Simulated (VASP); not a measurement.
The system is CoSi.

```
Co Si
1.0
     4.43800    0.00000    0.00000
     0.00000    4.43800    0.00000
     0.00000    0.00000    4.43800
Co Si
4 4
Direct
  0.14000 0.14000 0.14000
  0.36000 0.86000 0.64000
  0.64000 0.36000 0.86000
  0.86000 0.64000 0.36000
  0.84300 0.84300 0.84300
  0.65700 0.15700 0.34300
  0.34300 0.65700 0.15700
  0.15700 0.34300 0.65700
```

| Property | Result |
| --- | --- |
| Program | VASP 6.6.1 |
| Task | relaxation of cell and atoms |
| Functional | PBE |
| Dispersion | D3(BJ) |
| Potentials or basis | VASP PAW PBE potentials, release 64 (Co, Si) |
| Cutoff | 600 eV |
| k mesh | 8 × 8 × 8 |
| Occupations | methfessel-paxton, width 0.1 eV |
| Spin | no spin polarisation |

At the start: pressure -7.9 GPa; volume 10.93 Å³/atom.

Task: Where does the relaxation end?

Result: Over 11 steps the energy falls by 14.4 meV/atom and the volume is 10.50 Å³/atom (-3.9 %); space group P2_13 (No. 198, to 0.05 Å).

The path:
| step | energy change (eV) | largest force (eV/Å) | pressure (GPa) | volume (Å³) |
| --- | --- | --- | --- | --- |
| 1 | 0.0000 | 0.2685 | -7.86 | 87.41 |
| 2 | 0.0255 | 0.4513 | 11.39 | 80.80 |
| 3 | -0.0848 | 0.3593 | 0.36 | 84.23 |
| 4 | -0.1037 | 0.2211 | 0.41 | 84.11 |
| 5 | -0.1148 | 0.0300 | 0.53 | 83.95 |
| 6 | -0.1149 | 0.0291 | 0.26 | 83.94 |
| 7 | -0.1149 | 0.0285 | 0.22 | 83.93 |
| 8 | -0.1149 | 0.0066 | -0.33 | 84.14 |
| 9 | -0.1150 | 0.0126 | -0.11 | 84.05 |
| 10 | -0.1150 | 0.0143 | -0.08 | 84.04 |
| 11 | -0.1151 | 0.0013 | 0.04 | 84.01 |

Final structure:
```yaml
crystal:
  lattice:
    - [4.37972, 0.00000, 0.00000]
    - [0.00000, 4.37972, 0.00000]
    - [0.00000, 0.00000, 4.37972]
  atoms:
    - { symbol: Co, position: [0.14620, 0.14620, 0.14620] }
    - { symbol: Co, position: [0.35380, 0.85380, 0.64620] }
    - { symbol: Co, position: [0.64620, 0.35380, 0.85380] }
    - { symbol: Co, position: [0.85380, 0.64620, 0.35380] }
    - { symbol: Si, position: [0.84367, 0.84367, 0.84367] }
    - { symbol: Si, position: [0.65633, 0.15633, 0.34367] }
    - { symbol: Si, position: [0.34367, 0.65633, 0.15633] }
    - { symbol: Si, position: [0.15633, 0.34367, 0.65633] }
```

Caveat: pairwise dispersion overbinds metals, which lowers pressure and volume.
